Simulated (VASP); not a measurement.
An input for Quantum ESPRESSO's pw.x (written as the equivalent of a VASP run, and not itself run):

```
&CONTROL
  calculation = 'scf'
  pseudo_dir = './pseudo'
  outdir = './out'
  tprnfor = .true.
  tstress = .true.
/
&SYSTEM
  ibrav = 0
  nat = 2
  ntyp = 2
  ecutwfc = 90
  occupations = 'tetrahedra'
  input_dft = 'vdw-df-obk8'
/
&ELECTRONS
  conv_thr = 7.3e-09
  electron_maxstep = 100
/
ATOMIC_SPECIES
  Al 26.982 Al.upf
  Fe 55.845 Fe.upf
CELL_PARAMETERS angstrom
     2.8629479    0.0000000    0.0000000
     0.0000000    2.8629479    0.0000000
     0.0000000    0.0000000    2.8629479
ATOMIC_POSITIONS crystal
  Al   0.5000000  0.5000000  0.5000000
  Fe   0.0000000  0.0000000  0.0000000
K_POINTS automatic
  14 14 14 0 0 0
```

**Question.** Write the VASP files for the same calculation (optB88-vdW).

**Answer.** This is not unique; one that fits is 
**POSCAR**
```
FeAl
1
    2.8629479356     0.0000000000     0.0000000000
    0.0000000000     2.8629479356     0.0000000000
    0.0000000000     0.0000000000     2.8629479356
Al Fe
1 1
Direct
  0.5000000000   0.5000000000   0.5000000000
  0.0000000000   0.0000000000   0.0000000000
```

INCAR:
```
SYSTEM = FeAl
PREC = Accurate
ENCUT = 520
EDIFF = 1E-7
NELM = 100
ALGO = Normal
LREAL = .FALSE.
LASPH = .TRUE.
ISMEAR = -5
GGA = BO
PARAM1 = 0.1833333333
PARAM2 = 0.22
LUSE_VDW = .TRUE.
AGGAC = 0.0
LMAXMIX = 4
LWAVE = .FALSE.
LCHARG = .TRUE.
LORBIT = 11
NEDOS = 601
ISIF = 2
```

### KPOINTS
```
Automatic mesh
0
Gamma
14 14 14
0 0 0
```

POTCAR, in this order: Al Fe (PBE.64 set). Program: vasp_std.

Limits of the translation: the potentials are each code's own (VASP's PAW set, PseudoDojo norm-conserving files in pw.x), so ENCUT and ecutwfc are chosen apart and not converted; conv_thr bounds pw.x's estimated SCF error, while EDIFF bounds the energy change between steps.

The compound is FeAl in the CsCl type structure. It was relaxed first.
